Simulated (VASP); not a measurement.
Calculation: AM05 GGA, VASP's PBE PAW potentials (set 64) (plane waves; VASP).

Input for VASP

POSCAR:
```
PdIn
3.3105230
  0.9999999087   0.0000000000   0.0000000000
  0.0000000000   0.9999999087   0.0000000000
  0.0000000000   0.0000000000   0.9999999087
In Pd
1 1
Cartesian
  0.4999999543   0.4999999543   0.4999999543
  0.0000000000   0.0000000000   0.0000000000
```

**KPOINTS**
```
Automatic mesh
0
Gamma
  11 11 11
```

**INCAR**
```
ALGO = Normal
EDIFF = 1E-7
ENCUT = 520
GGA = AM
ISIF = 2
ISMEAR = 1
LASPH = .TRUE.
LCHARG = .FALSE.
LMAXMIX = 4
LREAL = .FALSE.
LWAVE = .FALSE.
NELM = 100
PREC = Accurate
SIGMA = 0.1
SYSTEM = PdIn
```

POTCAR, in this order: In_d Pd (PBE.64 set). Program: vasp_std.

Output of the run:

OSZICAR:
```
       N       E                     dE             d eps       ncg     rms          rms(c)
DAV:   1     0.162428672388E+03    0.16243E+03   -0.11380E+04  1710   0.197E+03
DAV:   2    -0.132161319300E+01   -0.16375E+03   -0.15911E+03  1729   0.408E+02
DAV:   3    -0.949795362813E+01   -0.81763E+01   -0.80753E+01  2059   0.971E+01
DAV:   4    -0.963916970503E+01   -0.14122E+00   -0.14119E+00  2038   0.123E+01
DAV:   5    -0.964586478270E+01   -0.66951E-02   -0.66950E-02  2538   0.247E+00    0.612E+00
DAV:   6    -0.943906708282E+01    0.20680E+00   -0.66030E-01  1862   0.113E+01    0.269E+00
DAV:   7    -0.940183205651E+01    0.37235E-01   -0.94534E-02  2386   0.551E+00    0.144E+00
DAV:   8    -0.939208715744E+01    0.97449E-02   -0.29531E-02  1988   0.183E+00    0.407E-01
DAV:   9    -0.939109773445E+01    0.98942E-03   -0.21252E-03  2212   0.790E-01    0.544E-02
DAV:  10    -0.939109536761E+01    0.23668E-05   -0.45956E-05  2279   0.954E-02    0.237E-02
DAV:  11    -0.939109483823E+01    0.52938E-06   -0.57864E-06  1954   0.255E-02    0.281E-03
DAV:  12    -0.939109506549E+01   -0.22726E-06   -0.43558E-07  2099   0.765E-03    0.162E-03
DAV:  13    -0.939109504540E+01    0.20092E-07   -0.28506E-08  1085   0.227E-03
   1 F= -.93910950E+01 E0= -.93906402E+01  d E =-.136453E-02
```

### OUTCAR
```
------------------------ aborting loop because EDIFF is reached ----------------------------------------
  FORCE on cell =-STRESS in cart. coord.  units (eV):
  Direction    XX          YY          ZZ          XY          YZ          ZX
  --------------------------------------------------------------------------------------
  Total       -1.5720733     -1.5720733     -1.5720733     -0.0000000      0.0000000     -0.0000000
  in kB      -69.4214453    -69.4214453    -69.4214453     -0.0000000      0.0000000     -0.0000000
  external PRESSURE =     -69.4214453 kB  Pullay stress =       0.0000000 kB
  volume of cell :       36.28
      direct lattice vectors                 reciprocal lattice vectors
     3.310522698  0.000000000  0.000000000     0.302067103  0.000000000  0.000000000
     0.000000000  3.310522698  0.000000000     0.000000000  0.302067103  0.000000000
     0.000000000  0.000000000  3.310522698     0.000000000  0.000000000  0.302067103
 POSITION                                       TOTAL-FORCE (eV/Angst)
 -----------------------------------------------------------------------------------
      1.65526      1.65526      1.65526         0.000000      0.000000      0.000000
      0.00000      0.00000      0.00000         0.000000      0.000000      0.000000
 -----------------------------------------------------------------------------------
    total drift:                                0.000000      0.000000      0.000000
  FREE ENERGIE OF THE ION-ELECTRON SYSTEM (eV)
  ---------------------------------------------------
  free  energy   TOTEN  =        -9.3910950454 eV

  energy  without entropy=       -9.3897305159  energy(sigma->0) =       -9.39064020
```
(Selected blocks of OUTCAR.)

The compound is PdIn in the CsCl type structure. This cell is one point of a volume scan, at 1.06 of the reference volume. The electron count is odd and the run is not spin-polarised, which forces a metal.
